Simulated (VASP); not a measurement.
These are PBEsol GGA, VASP's PBE PAW potentials (set 64) (plane waves; VASP) values and carry that method's errors.

A VASP calculation is set up with these files.

INCAR:
```
NELM = 100   # most electronic steps
SYSTEM = CdSe
PREC = Accurate
LMAXMIX = 4
ISIF = 3   # ions, shape and volume
LWAVE = .FALSE.
ALGO = Normal   # blocked Davidson
LREAL = .FALSE.   # projection in real space or not
ENCUT = 400   # plane-wave cut-off (eV)
ISMEAR = 0   # Gaussian
EDIFF = 1E-6
GGA = PS   # PBEsol
LASPH = .TRUE.
NSW = 60
LCHARG = .FALSE.
SIGMA = 0.05   # width (eV)
IBRION = 2   # conjugate gradients
EDIFFG = -0.01   # ionic stop
```

KPOINTS:
```
Regular mesh
0
G
 7 7 7
0 0 0
```

**POSCAR**
```
CdSe
1.0
  0.0000000000   3.0484090000   3.0484090000
  3.0484090000   0.0000000000   3.0484090000
  3.0484090000   3.0484090000   0.0000000000
Cd Se
1 1
Cartesian
  0.0000000000   0.0000000000   0.0000000000
  1.5242045000   1.5242045000   1.5242045000
```

POTCAR, in this order: Cd Se (PBE.64 set). Program: vasp_std.

What will the output report for the number of irreducible k-points (NKPTS), largest plane-wave count, number of space-group operations, FFT grid (NGX, NGY, NGZ)?

```yaml
number of irreducible k-points (NKPTS): 20
largest_plane_wave_count: 1041
number_of_space_group_operations: 24
FFT grid (NGX, NGY, NGZ): 28 × 28 × 28
```

The structure was generated: CdSe was put into the zinc blende type (F-43m), which need not be its known phase. This run relaxes it. Symmetry was kept, so distortions that lower it aren't found.
